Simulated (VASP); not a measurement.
```cif
data_C4Zr4
_chemical_formula_sum 'Zr4 C4'
_space_group_name_H-M_alt 'Fm-3m'
_space_group_IT_number 225
_space_group_name_Hall '-F 4 2 3'
_cell_length_a 4.71415
_cell_length_b 4.71415
_cell_length_c 4.71415
_cell_angle_alpha 90.000
_cell_angle_beta 90.000
_cell_angle_gamma 90.000
loop_
_atom_site_label
_atom_site_type_symbol
_atom_site_symmetry_multiplicity
_atom_site_Wyckoff_symbol
_atom_site_fract_x
_atom_site_fract_y
_atom_site_fract_z
_atom_site_occupancy
Zr1 Zr 4 a 0.00000 0.00000 0.00000 1
C1 C 4 b 0.50000 0.50000 0.50000 1
```
(The calculation used a cell of 2 atoms; values per cell refer to that cell.)

Calculation: PW91 GGA, VASP's PBE PAW potentials (set 64) (plane waves; VASP). Settings: 520 eV cut-off, 13×13×13 Γ-centred mesh, first-order Methfessel-Paxton smearing of 0.10 eV, potentials Zr_sv C.

Give the energy at these volumes per atom, relative to the lowest: 12.31, 12.70, 13.09, 13.49, 13.88 Å³.

36.4, 8.7, 0.0, 7.7, 29.4 meV/atom. A third-order Birch-Murnaghan fit gives B0 = 222 GPa and B0′ = 4.0.

Measured: a 4.696 Å (computed value off by +0.4 %), as given by Guo-Xu Zhang et al., New Journal of Physics (2018), doi:10.1088/1367-2630/aac7f0. The calculation is for a static lattice, while the measured a holds thermal and zero-point effects, which are part of the difference.

The compound is ZrC in the rock salt structure. It was relaxed first.
